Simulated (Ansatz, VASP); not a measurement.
# BiSb: VASP beside Ansatz

The input INCAR:

```
SYSTEM = BiSb
PREC = Accurate ; ENCUT = 520
EDIFF = 1E-7 ; ISMEAR = 0
SIGMA = 0.01 ; LREAL = .False.
LASPH = .True. ; NELM = 100
ALGO = Fast ; ISIF = 2
LWAVE = .False. ; LCHARG = .False.
GGA = CA ; NBANDS = 17
```

File KPOINTS:

```
Automatic mesh
0
Gamma
  3 3 3
  0 0 0
```

POSCAR

```
BiSb
1.0
    2.1923400000      1.1797200000      4.0241600000
   -2.2884700000      1.2515800000      4.0547600000
    0.0141600000     -2.6553100000      4.1118900000
Sb Bi
1 1
Direct
    0.7934400000      0.7510100000      0.7527700000
    0.2322700000      0.2902500000      0.2020400000
```

Input for Ansatz:

```yaml
crystal:
  lattice:
    - [2.19234, 1.17972, 4.02416]
    - [-2.28847, 1.25158, 4.05476]
    - [0.01416, -2.65531, 4.11189]
  atoms:
    - { symbol: Sb, position: [0.7934400000000001, 0.7510100000000001, 0.7527700000000002] }
    - { symbol: Bi, position: [0.23227, 0.29025, 0.20204] }
basis:
  ecutwfc: 462.593566181796
kpoints:
  mp_grid:
    grid: [3, 3, 3]
hamiltonian:
  xc: lda
scf:
  occupations:
    method: fixed
output:
  write_density: true
  bader: true
  forces: true
```

The cell comes from a database or a generator and needn't be the stable form of this composition.

Alike in both runs: task single point; functional LDA; k mesh 3 × 3 × 3; no spin polarisation.

|  | VASP | Ansatz |
| --- | --- | --- |
| version | VASP 6.6.1 | Ansatz 0.2.0 |
| potentials or method | VASP PAW LDA potentials, release 64 (Sb, Bi_d) | plane waves, PAW |
| plane-wave cutoff (eV) | 520 | 463 |
| occupations | gaussian, width 0.01 eV | fixed |
| valence electrons in the cell | 20 | 30 |

Ansatz gave:

| Quantity | Value |
| --- | --- |
| rms of the force components (eV/Å) | 0.206 |

Problem. What did VASP give for the same quantities?

Solution. rms of the force components (eV/Å): 0.200.

Atom by atom the forces differ by 0.009 eV/Å (rms over components). The two sets of potentials don't hold the same shells in valence.

Caveats: the k mesh is coarse (spacing up to 0.58 Å⁻¹), so the values aren't converged; spin-orbit coupling is left out, which as a rule narrows the gap of such compounds by several tenths of an eV; an odd mesh through Γ misses points on the zone boundary, where band edges often lie. LDA gaps usually lie below the measured ones, often by a third to a half.
